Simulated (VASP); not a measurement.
Shape and ions are relaxed at each volume.

Energy against volume of AlN (wurtzite). Calculation: PBE GGA, VASP's PBE PAW potentials (set 64) (plane waves; VASP 6.6.1).

| V (Å³/atom) | E (eV/atom) |
|---|---|
| 9.996 | -7.41942 |
| 10.315 | -7.43900 |
| 10.634 | -7.44513 |
| 10.953 | -7.43966 |
| 11.272 | -7.42419 |

**Question.** Fit a third-order Birch-Murnaghan equation of state.

**Answer.** 
| Property | Value |
|---|---|
| volume per atom | 10.64 Å³/atom |
| bulk modulus | 194 GPa |
| pressure derivative of the bulk modulus | 3.91 |

Measured: bulk modulus 208 GPa (computed value off by -6.9 %), as given by J. Phys. Chem. B 108, 11506, doi 10.1021/jp048396e, abstract (bulk AlN value quoted). The calculation is for a static lattice, while the measured bulk modulus holds thermal and zero-point effects, which are part of the difference.

The compound is AlN in the wurtzite structure. It was relaxed first.
